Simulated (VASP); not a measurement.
Data:

```
CELL_PARAMETERS angstrom
      3.66499     0.00000     0.00000
      0.00000     3.66499     0.00000
      0.00000     0.00000     3.66499
ATOMIC_POSITIONS crystal
  Sn 0.00000 0.00000 0.00000
  Tc 0.50000 0.50000 0.50000
  O  0.00000 0.50000 0.50000
  O  0.50000 0.50000 0.00000
  O  0.50000 0.00000 0.50000
```

Calculation: PBEsol GGA, VASP's PBE PAW potentials (set 64) (plane waves; VASP). Run with 400 eV cut-off, 7×7×7 Γ-centred mesh, Gaussian smearing of 0.27 eV, potentials Sn_d Tc_pv O.

At this cut-off the stress carries a Pulay error, which pulls relaxed volumes low. Energy and stress use the plane-wave basis of the starting cell.

Task: The ions, cell shape and volume are relaxed. Which structure does the run end with?

Result: 
```
CELL_PARAMETERS angstrom
      3.84737     0.00000     0.00000
      0.00000     3.84737     0.00000
      0.00000     0.00000     3.84737
ATOMIC_POSITIONS crystal
  Sn 0.00000 0.00000 0.00000
  Tc 0.50000 0.50000 0.50000
  O  0.00000 0.50000 0.50000
  O  0.50000 0.50000 0.00000
  O  0.50000 0.00000 0.50000
```
Space group Pm-3m (221), at a tolerance of 0.03 Å.

Task: How do energy and volume change from the first to the last step?

Result: The energy (σ→0) changes by -254.7 meV/atom and the volume by +15.7 %, in 18 ionic steps.

The structure was generated: TcSnO3 was put into an ordered model structure, which need not be its known phase. This run relaxes it. Symmetry was kept, so distortions that lower it aren't found. The run is one of a series of settings (EDIFFG = -0.01, IBRION = 2, ISIF = 3, NSW = 50 against the base run), some of them coarse on purpose. The electron count is odd and the run is not spin-polarised, which forces a metal.
